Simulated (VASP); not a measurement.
# Lattice of BAs across functionals and dispersion corrections

Which functional gives the lattice of BAs as experiment finds it, and is a dearer one worth its cost? The levels: LDA, PBE, r2SCAN, PBE + D3(BJ), r2SCAN + rVV10, optB86b-vdW, SCAN and PBE + TS. LASPH is on for some levels and off for others; the table marks which. The start is a cell from a database of measured crystal structures.

Main program and level: VASP 6.6.1; LDA; plane waves and PAW (B, As), in the first sound run; inputs show where later runs differ.

Experimental background.

For BAs, zinc blende (CVT-grown single crystal, 100 K), “Thermal expansion coefficients of high thermal conducting BAs and BP materials” (2019, arxiv:1906.04101) gives, by single-crystal XRD (Mo K-alpha): lattice constant a (cubic a at 100 K) 4.7741 ± 0.0015 Å.

## Step 1: The structure

Before any relaxation, the start is as follows. Symmetry: F-43m, No. 216, cubic system. The conventional cell has a = 4.777 Å, b = 4.777 Å, c = 4.777 Å, α = 90.00°, β = 90.00°, γ = 90.00°. B has 4 As at 2.07 Å nearest. As has 4 B at 2.07 Å nearest. Farther neighbours are not listed.

Structure file:

```cif
data_structure
_symmetry_space_group_name_H-M 'F-43m'
_symmetry_Int_Tables_number 216
_cell_length_a 4.7770
_cell_length_b 4.7770
_cell_length_c 4.7770
_cell_angle_alpha 90.000
_cell_angle_beta 90.000
_cell_angle_gamma 90.000
_cell_volume 109.01
loop_
_atom_site_label
_atom_site_type_symbol
_atom_site_symmetry_multiplicity
_atom_site_Wyckoff_symbol
_atom_site_fract_x
_atom_site_fract_y
_atom_site_fract_z
_atom_site_occupancy
B1 B 4 a 0.00000 0.00000 0.00000 1
As1 As 4 d 0.25000 0.25000 0.75000 1
```

## Step 2: Relaxation with LDA

The start need not lie at this functional's minimum. ISIF = 3 frees volume, shape and positions, and EDIFFG sets the threshold on forces and stress at which the search stops. LDA, the lowest rung, knows the local density alone.

The input, INCAR:

```
SYSTEM = BAs
PREC = Accurate
ENCUT = 520
EDIFF = 1E-06
NELM = 100
ISMEAR = -1
SIGMA = 0.05
LREAL = .FALSE.
ALGO = Normal
GGA = CA
NBANDS = 10
LORBIT = 11
LWAVE = .FALSE.
LCHARG = .FALSE.
KPAR = 2
IBRION = 2
NSW = 60
ISIF = 3
EDIFFG = -0.01
```

The input, POSCAR:

```
BAs
1.0
    0.0000000000      2.3885000000      2.3885000000
    2.3885000000      0.0000000000      2.3885000000
    2.3885000000      2.3885000000      0.0000000000
B As
1 1
Direct
    0.0000000000      0.0000000000      0.0000000000
    0.2500000000      0.2500000000      0.2500000000
```

The input, KPOINTS:

```
Automatic mesh
0
Gamma
8 8 8
0 0 0
```

Potentials, in the order of the species: B and As (PBE family, release 64).

Launch:

```
$ mpirun -np 2 vasp_std
```

Numbers of over 12 decimals in the logs are rounded to 6 here.

Output:

```text
[banner, memory and clock lines left out]
running    2 mpi-ranks, on    1 nodes
 distrk:  each k-point on    1 cores,    2 groups
 distr:  one band on    1 cores,    1 groups

 POSCAR found type information on POSCAR B As
 POSCAR found :  2 types and       2 ions
|                                                                             |
|               ----> ADVICE to this user running VASP <----                  |
|                                                                             |
|     You enforced a specific xc type in the INCAR file but a different       |
|     [... a line on the potential file left out ...]
|     I HOPE YOU KNOW WHAT YOU ARE DOING!                                     |
|                                                                             |

 LDA part: xc-table for (Slater(with rela. corr.)+CA(PZ))
 , standard interpolation
 POSCAR, INCAR and KPOINTS ok, starting setup
 FFT: planning ... GRIDC
 FFT: planning ... GRID_SOFT
 FFT: planning ... GRID
 WAVECAR not read
 entering main loop
       N       E                     dE             d eps       ncg     rms          rms(c)
DAV:   1     0.103614409212E+02    0.10361E+02   -0.37859E+03   580   0.701E+02
DAV:   2    -0.128451335427E+02   -0.23207E+02   -0.22076E+02   776   0.108E+02
DAV:   3    -0.134778214302E+02   -0.63269E+00   -0.63145E+00   700   0.173E+01
DAV:   4    -0.134795033021E+02   -0.16819E-02   -0.16818E-02   680   0.100E+00
DAV:   5    -0.134795060410E+02   -0.27389E-05   -0.27395E-05   716   0.416E-02    0.479E+00
DAV:   6    -0.128992778682E+02    0.58023E+00   -0.15386E+00   624   0.539E+00    0.233E+00
DAV:   7    -0.128192566319E+02    0.80021E-01   -0.17961E-01   692   0.228E+00    0.899E-01
DAV:   8    -0.128068607457E+02    0.12396E-01   -0.23818E-02   640   0.849E-01    0.104E-01
DAV:   9    -0.128068982583E+02   -0.37513E-04   -0.60277E-04   660   0.168E-01    0.594E-02
DAV:  10    -0.128069040574E+02   -0.57991E-05   -0.86268E-05   634   0.558E-02    0.124E-02
DAV:  11    -0.128069048303E+02   -0.77292E-06   -0.11232E-06   642   0.842E-03
   1 F= -.12806905E+02 E0= -.12806905E+02  d E =-.128069E+02
 curvature:   0.00 expect dE= 0.000E+00 dE for cont linesearch  0.000E+00
 trial: gam= 0.00000 g(F)=  0.105E-49 g(S)=  0.134E-01 ort = 0.000E+00 (trialstep = 0.100E+01)
 search vector abs. value=  0.134E-01
 bond charge predicted
       N       E                     dE             d eps       ncg     rms          rms(c)
DAV:   1    -0.128183698266E+02   -0.11466E-01   -0.27698E-01   628   0.339E+00    0.521E-01
DAV:   2    -0.128110917482E+02    0.72781E-02   -0.11835E-02   614   0.585E-01    0.258E-01
DAV:   3    -0.128087703363E+02    0.23214E-02   -0.46528E-03   614   0.324E-01    0.843E-02
DAV:   4    -0.128086255598E+02    0.14478E-03   -0.21478E-04   668   0.857E-02    0.533E-02
DAV:   5    -0.128086124393E+02    0.13121E-04   -0.17094E-05   688   0.244E-02    0.241E-02
DAV:   6    -0.128086119133E+02    0.52604E-06   -0.11654E-06   464   0.621E-03
   2 F= -.12808612E+02 E0= -.12808612E+02  d E =-.170708E-02
 trial-energy change:   -0.001707  1 .order   -0.001519   -0.013353    0.010316
 step:   0.5758(harm=  0.5642)  dis= 0.00000  next Energy=   -12.810785 (dE=-0.388E-02)
 bond charge predicted
       N       E                     dE             d eps       ncg     rms          rms(c)
DAV:   1    -0.128125645300E+02   -0.39521E-02   -0.49184E-02   630   0.141E+00    0.219E-01
DAV:   2    -0.128112494172E+02    0.13151E-02   -0.22092E-03   616   0.250E-01    0.108E-01
DAV:   3    -0.128108372155E+02    0.41220E-03   -0.81492E-04   614   0.136E-01    0.332E-02
DAV:   4    -0.128108092911E+02    0.27924E-04   -0.41156E-05   672   0.372E-02    0.212E-02
DAV:   5    -0.128108071170E+02    0.21740E-05   -0.28425E-06   632   0.998E-03    0.974E-03
DAV:   6    -0.128108070241E+02    0.92914E-07   -0.20087E-07   326   0.258E-03
   3 F= -.12810807E+02 E0= -.12810807E+02  d E =-.390219E-02
 curvature:  -0.28 expect dE=-0.126E-09 dE for cont linesearch -0.126E-09
 trial: gam= 0.00000 g(F)=  0.433E-47 g(S)=  0.448E-09 ort =-0.245E-05 (trialstep = 0.915E+00)
 search vector abs. value=  0.548E-09
 reached required accuracy - stopping structural energy minimisation
```

Wall time 17 s (2 MPI ranks of AMD EPYC 7R43, shared host); peak memory 0.22 GiB; 32 s of CPU time.

The logs omit lines about the potential files and the build; timing stands in the text.

From OUTCAR (step 2):

```text
ion  position               nearest neighbor table
   1  0.000  0.000  0.000-   2 2.07   2 2.07   2 2.07   2 2.07
   2  0.250  0.250  0.250-   1 2.07   1 2.07   1 2.07   1 2.07

  LATTYP: Found a face centered cubic cell.
 ALAT       =     4.7770000000

 Subroutine GETGRP returns: Found 24 space group operations
 (whereof 24 operations were pure point group operations)

The static configuration has the point symmetry T_d .

 Found     29 irreducible k-points:

   k-points           NKPTS =     29   k-points in BZ     NKDIM =     29   number of bands    NBANDS=     10

   dimension x,y,z NGX =    28 NGY =   28 NGZ =   28
   dimension x,y,z NGXF=    56 NGYF=   56 NGZF=   56

   ENCUT  =  520.0 eV  38.22 Ry    6.18 a.u.   6.28  6.28  6.28*2*pi/ulx,y,z

   NELECT =       8.0000    total number of electrons

 k-points in reciprocal lattice and weights: Automatic mesh
   0.00000000  0.00000000  0.00000000       0.002
   0.12500000  0.00000000  0.00000000       0.016
   0.25000000  0.00000000  0.00000000       0.016
   0.37500000  0.00000000  0.00000000       0.016
   0.50000000  0.00000000  0.00000000       0.008
   0.12500000  0.12500000  0.00000000       0.012
   0.25000000  0.12500000  0.00000000       0.047
   0.37500000  0.12500000  0.00000000       0.047
   0.50000000  0.12500000  0.00000000       0.047
[...]
-0.37500000  0.50000000  0.12500000       0.023
  -0.25000000  0.50000000  0.25000000       0.012

 average (electrostatic) potential at core
       1 -26.6442       2 -48.2982

 E-fermi :   6.6141

 k-point     1 :       0.0000    0.0000    0.0000
  band No.  band energies     occupation
      1      -9.4760      2.00000
      2       6.0722      1.99996
      3       6.0722      1.99996
      4       6.0722      1.99996
      5       9.3460      0.00000
      6       9.3460      0.00000
      7       9.3460      0.00000
      8      11.0203      0.00000
      9      15.5203      0.00000
    ...

 k-point     2 :       0.1250    0.0000    0.0000
  band No.  band energies     occupation
      1      -9.2162      2.00000
      2       4.0978      2.00000
      3       5.6242      2.00000
      4       5.6242      2.00000
      5       9.5118      0.00000
      6       9.9329      0.00000
      7       9.9329      0.00000
      8      12.2127      0.00000
      9      16.4878      0.00000
    ...

 k-point     3 :       0.2500    0.0000    0.0000
  band No.  band energies     occupation
      1      -8.4593      2.00000
      2       1.0882      2.00000
      3       4.9016      2.00000
      4       4.9016      2.00000
      5       9.2266      0.00000
      6      10.7347      0.00000
      7      10.7347      0.00000
      8      14.0184      0.00000
      9      17.2790      0.00000
    ...

  Total        0.0000787      0.0000787      0.0000787      0.0000000      0.0000000      0.0000000
  in kB        0.0047081      0.0047081      0.0047081      0.0000000      0.0000000      0.0000000
  external PRESSURE =       0.0047081 kB  Pullay stress =       0.0000000 kB

  energy-cutoff  :      520.00
  volume of cell :       26.77
      direct lattice vectors                 reciprocal lattice vectors
    -0.000000000  2.374248803  2.374248803    -0.210592925  0.210592925  0.210592925
     2.374248803  0.000000000  2.374248803     0.210592925 -0.210592925  0.210592925
     2.374248803  2.374248803 -0.000000000     0.210592925  0.210592925 -0.210592925

 POSITION                                       TOTAL-FORCE (eV/Angst)
 -----------------------------------------------------------------------------------
      0.00000      0.00000     -0.00000        -0.000000     -0.000000     -0.000000
      1.18712      1.18712      1.18712         0.000000      0.000000      0.000000
 -----------------------------------------------------------------------------------
    total drift:                               -0.000000     -0.000000     -0.000000

  FREE ENERGIE OF THE ION-ELECTRON SYSTEM (eV)
  ---------------------------------------------------
  free  energy   TOTEN  =       -12.8108070241 eV

  energy  without entropy=      -12.8108067425  energy(sigma->0) =      -12.81080688

 reached required accuracy - stopping structural energy minimisation

 total charge
# of ion       s       p       d       tot
------------------------------------------
    1        0.647   1.196   0.000   1.842
    2        1.180   1.687   0.090   2.958
--------------------------------------------------
tot          1.827   2.883   0.090   4.800

[... 3 further parts left out ...]
```

CONTCAR:

```
BAs
   1.00000000000000
    -0.0000000000000000    2.3742488029032751    2.3742488029032751
     2.3742488029032751    0.0000000000000000    2.3742488029032751
     2.3742488029032751    2.3742488029032751   -0.0000000000000000
  B               As
     1     1
Direct
     0.0000000000000000    0.0000000000000000    0.0000000000000000
     0.2500000000000000    0.2500000000000000    0.2500000000000000
```

The gap is read on the k-mesh alone, so it is an upper bound where the band edges lie off the mesh. The PAW data sets were made with PBE, though LDA sets exist; this is a small mismatch. The run keeps the 24 symmetry operations of its start, so it cannot find a distortion of lower symmetry.

Step by step:

```csv
step,energy less that of the first step (eV),largest force (eV/Å),pressure (GPa),volume (Å³)
1,0.0000,0.0000,-2.53,27.25
2,-0.0017,0.0000,2.01,26.41
3,-0.0039,0.0000,0.00,26.77
```

```
conventional cell, symmetrised  before  after  change
                         a (Å)   4.777  4.748  -0.6 %
                         b (Å)   4.777  4.748  -0.6 %
                         c (Å)   4.777  4.748  -0.6 %
              volume (Å³/atom)   13.63  13.38  -1.8 %
```

Final coordinates:

```xyz
2
Lattice="0.0000 2.3742 2.3742 2.3742 0.0000 2.3742 2.3742 2.3742 0.0000" Properties=species:S:1:pos:R:3 pbc="T T T"
B     0.0000    0.0000    0.0000
As    1.1871    1.1871    1.1871
```

This step gave:

```yaml
electrons: 8
bands: 10
irreducible_k_points: 29
symmetry_operations: 24
free_energy_toten: -12.81 eV
fermi_energy: 6.614 eV
pressure: 4.71e-4 GPa
metallic: no
valence_top_at_k: 0, 0, 0
conduction_bottom_at_k: 0.375, 0.375, 0
least_direct_gap_at_k: 0, 0, 0
scf_cycles_over_all_ionic_steps: 23
gap_on_the_k_mesh: 1.119 eV
least_direct_gap_on_the_k_mesh: 3.274 eV
```

It ends with forces that vanish by symmetry and a pressure of 0.00 GPa. The volume lies -1.8 % from that of the database's start, which holds the thermal and zero-point expansion of its experiment. The conventional cell has a = 4.748 Å.

## Step 3: Relaxation with PBE

This step: PBE; plane waves and PAW (B, As) (VASP 6.6.1).

PBE, the usual starting point, adds the gradient of the density.

Edit INCAR of step 2 so:

```diff
@@ -9,3 +9,3 @@
 ALGO = Normal
-GGA = CA
+GGA = PE
 NBANDS = 10
```

POSCAR is that of step 2.

KPOINTS is that of step 2.

Launch:

```
$ mpirun -np 2 vasp_std
```

Output:

```text
[banner, memory and clock lines left out]
running    2 mpi-ranks, on    1 nodes
 distrk:  each k-point on    1 cores,    2 groups
 distr:  one band on    1 cores,    1 groups

 POSCAR found type information on POSCAR B As
 POSCAR found :  2 types and       2 ions
 LDA part: xc-table for (Slater+PW92), standard interpolation
 POSCAR, INCAR and KPOINTS ok, starting setup
 FFT: planning ... GRIDC
 FFT: planning ... GRID_SOFT
 FFT: planning ... GRID
 WAVECAR not read
 entering main loop
       N       E                     dE             d eps       ncg     rms          rms(c)
DAV:   1     0.115633652939E+02    0.11563E+02   -0.37845E+03   580   0.701E+02
DAV:   2    -0.114202290122E+02   -0.22984E+02   -0.21857E+02   774   0.108E+02
DAV:   3    -0.120426213782E+02   -0.62239E+00   -0.62115E+00   704   0.171E+01
DAV:   4    -0.120442724610E+02   -0.16511E-02   -0.16510E-02   680   0.991E-01
DAV:   5    -0.120442751806E+02   -0.27196E-05   -0.27197E-05   728   0.413E-02    0.493E+00
DAV:   6    -0.114668172455E+02    0.57746E+00   -0.16436E+00   620   0.562E+00    0.240E+00
DAV:   7    -0.114075283315E+02    0.59289E-01   -0.19619E-01   694   0.234E+00    0.979E-01
DAV:   8    -0.114007591697E+02    0.67692E-02   -0.21014E-02   638   0.875E-01    0.100E-01
DAV:   9    -0.114010614230E+02   -0.30225E-03   -0.72907E-04   674   0.170E-01    0.586E-02
DAV:  10    -0.114012267375E+02   -0.16531E-03   -0.21899E-04   652   0.960E-02    0.134E-02
DAV:  11    -0.114012321429E+02   -0.54055E-05   -0.56842E-06   706   0.173E-02    0.112E-02
DAV:  12    -0.114012321185E+02    0.24461E-07   -0.27852E-06   642   0.977E-03
   1 F= -.11401232E+02 E0= -.11401232E+02  d E =-.114012E+02
 curvature:   0.00 expect dE= 0.000E+00 dE for cont linesearch  0.000E+00
 trial: gam= 0.00000 g(F)=  0.243E-47 g(S)=  0.251E-01 ort = 0.000E+00 (trialstep = 0.100E+01)
 search vector abs. value=  0.251E-01
 bond charge predicted
       N       E                     dE             d eps       ncg     rms          rms(c)
DAV:   1    -0.114216206519E+02   -0.20389E-01   -0.48895E-01   636   0.435E+00    0.673E-01
DAV:   2    -0.114092580177E+02    0.12363E-01   -0.22456E-02   612   0.786E-01    0.341E-01
DAV:   3    -0.114053928542E+02    0.38652E-02   -0.74786E-03   632   0.411E-01    0.102E-01
DAV:   4    -0.114050761353E+02    0.31672E-03   -0.49020E-04   660   0.127E-01    0.620E-02
DAV:   5    -0.114050603260E+02    0.15809E-04   -0.34971E-05   682   0.344E-02    0.313E-02
DAV:   6    -0.114050605935E+02   -0.26756E-06   -0.26903E-06   614   0.935E-03
   2 F= -.11405061E+02 E0= -.11405061E+02  d E =-.382848E-02
 trial-energy change:   -0.003828  1 .order   -0.004194   -0.025103    0.016714
 step:   0.5876(harm=  0.6003)  dis= 0.00000  next Energy=   -11.408533 (dE=-0.730E-02)
 bond charge predicted
       N       E                     dE             d eps       ncg     rms          rms(c)
DAV:   1    -0.114112828392E+02   -0.62225E-02   -0.84140E-02   628   0.183E+00    0.282E-01
DAV:   2    -0.114092050779E+02    0.20778E-02   -0.36269E-03   616   0.320E-01    0.143E-01
DAV:   3    -0.114085488407E+02    0.65624E-03   -0.13141E-03   614   0.171E-01    0.456E-02
DAV:   4    -0.114085034663E+02    0.45374E-04   -0.77032E-05   658   0.506E-02    0.279E-02
DAV:   5    -0.114085015147E+02    0.19516E-05   -0.64376E-06   664   0.148E-02    0.137E-02
DAV:   6    -0.114085013638E+02    0.15084E-06   -0.43456E-07   348   0.385E-03
   3 F= -.11408501E+02 E0= -.11408501E+02  d E =-.726925E-02
 curvature:  -0.30 expect dE=-0.195E-07 dE for cont linesearch -0.195E-07
 trial: gam=-0.00161 g(F)=  0.200E-47 g(S)=  0.650E-07 ort = 0.404E-04 (trialstep = 0.918E+00)
 search vector abs. value=  0.100E-09
 reached required accuracy - stopping structural energy minimisation
```

It took 19 s on 2 MPI ranks; peak memory 0.25 GiB; 37 s of CPU time.

OUTCAR, selected parts (step 3):

```text
The static configuration has the point symmetry T_d .

 Found     29 irreducible k-points:

   NELECT =       8.0000    total number of electrons

 E-fermi :   6.4439

 k-point     1 :       0.0000    0.0000    0.0000
  band No.  band energies     occupation
      1      -9.3220      2.00000
      2       5.8569      1.99998
      3       5.8569      1.99998
      4       5.8569      1.99998
      5       9.0965      0.00000
      6       9.0965      0.00000
      7       9.0965      0.00000
      8      10.2260      0.00000
      9      15.3184      0.00000
    ...

 k-point     2 :       0.1250    0.0000    0.0000
  band No.  band energies     occupation
      1      -9.0718      2.00000
      2       3.9134      2.00000
      3       5.4303      2.00000
      4       5.4303      2.00000
      5       9.1464      0.00000
      6       9.6589      0.00000
      7       9.6589      0.00000
      8      11.5743      0.00000
      9      16.2419      0.00000
    ...

  Total        0.0009481      0.0009481      0.0009481      0.0000000      0.0000000     -0.0000000
  in kB        0.0543659      0.0543659      0.0543659      0.0000000      0.0000000     -0.0000000
  external PRESSURE =       0.0543659 kB  Pullay stress =       0.0000000 kB

  energy-cutoff  :      520.00
  volume of cell :       27.94
      direct lattice vectors                 reciprocal lattice vectors
     0.000000000  2.408438581  2.408438581    -0.207603384  0.207603384  0.207603384
     2.408438581  0.000000000  2.408438581     0.207603384 -0.207603384  0.207603384
     2.408438581  2.408438581  0.000000000     0.207603384  0.207603384 -0.207603384

 POSITION                                       TOTAL-FORCE (eV/Angst)
 -----------------------------------------------------------------------------------
      0.00000      0.00000      0.00000         0.000000      0.000000      0.000000
      1.20422      1.20422      1.20422        -0.000000     -0.000000     -0.000000
 -----------------------------------------------------------------------------------
    total drift:                               -0.000000     -0.000000     -0.000000

  FREE ENERGIE OF THE ION-ELECTRON SYSTEM (eV)
  ---------------------------------------------------
  free  energy   TOTEN  =       -11.4085013638 eV

  energy  without entropy=      -11.4085012412  energy(sigma->0) =      -11.40850130

 total charge
# of ion       s       p       d       tot
------------------------------------------
    1        0.656   1.153   0.000   1.810
    2        1.173   1.642   0.084   2.899
--------------------------------------------------
tot          1.829   2.796   0.084   4.709

[... 8 parts as in an earlier step ...]

[... 5 further parts left out ...]
```

CONTCAR:

```
BAs
   1.00000000000000
     0.0000000000000000    2.4084385809757194    2.4084385809757194
     2.4084385809757194    0.0000000000000000    2.4084385809757194
     2.4084385809757194    2.4084385809757194    0.0000000000000000
  B               As
     1     1
Direct
     0.0000000000000000    0.0000000000000000    0.0000000000000000
     0.2500000000000000    0.2500000000000000    0.2500000000000000
```

Step by step:

```
step  energy less that of the first step (eV)  largest force (eV/Å)  pressure (GPa)  volume (Å³)
   1                                   0.0000                0.0000            3.46        27.25
   2                                  -0.0038                0.0000           -2.21        28.43
   3                                  -0.0073                0.0000            0.01        27.94
```

```csv
"conventional cell, symmetrised",before,after,change
a (Å),4.777,4.817,+0.8 %
b (Å),4.777,4.817,+0.8 %
c (Å),4.777,4.817,+0.8 %
volume (Å³/atom),13.63,13.97,+2.5 %
```

Final coordinates:

```xyz
2
Lattice="0.0000 2.4084 2.4084 2.4084 0.0000 2.4084 2.4084 2.4084 0.0000" Properties=species:S:1:pos:R:3 pbc="T T T"
B     0.0000    0.0000    0.0000
As    1.2042    1.2042    1.2042
```

This step gave:

* free energy (TOTEN): -11.41 eV
* Fermi energy: 6.444 eV
* pressure: 0.005437 GPa
* SCF cycles over all ionic steps: 24
* gap on the k-mesh: 1.209 eV
* least direct gap on the k-mesh: 3.240 eV

It ends at 13.97 Å³/atom, +2.5 % from the start, with 0.01 GPa left. The conventional cell has a = 4.817 Å.

(Continued in part 2 of 3.)

[Lines on the potential files, build, host, timing and source positions are cut from VASP's logs without a mark.]

[Logs are printed without paths, hosts, clocks, repeated set-up lines and the standing remarks that a program may print on its own settings, such as how far it seeks lower states.]

[Hosts, paths, dates, database ids (printed as entryN), source tags and the programs' standing remarks are cut or masked in the printed files.]

[A measured line is paired with the nearest computed mode of its activity, which favours agreement.]
